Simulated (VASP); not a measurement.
```yaml
crystal:
  lattice:
    - [0.00000, 3.11129, 3.11129]
    - [3.11129, 0.00000, 3.11129]
    - [3.11129, 3.11129, 0.00000]
  atoms:
    - { symbol: K, position: [0.00000, 0.00000, 0.00000] }
    - { symbol: Cl, position: [0.50000, 0.50000, 0.50000] }
```

Calculation: AM05 GGA, VASP's PBE PAW potentials (set 64) (plane waves; VASP). Run with 520 eV cut-off, 7×7×7 Γ-centred mesh, Gaussian smearing of 0.050 eV, potentials K_sv Cl.

Q: What does the run give for the energy per atom (σ→0), pressure, band gap (on the k-mesh) with the smallest direct gap where there is one?

A: 
```
Quantity                                      Value
-----------------------------------  --------------
band gap (on the k-mesh)                    5.35 eV
smallest direct gap (on the k-mesh)         5.35 eV
energy per atom (σ→0)                -3.349 eV/atom
pressure                                   1.13 GPa
```

The absolute energy has meaning only against runs of the same code, potentials and settings.

The compound is KCl in the rock salt structure. This cell is one point of a volume scan, at 0.94 of the reference volume.
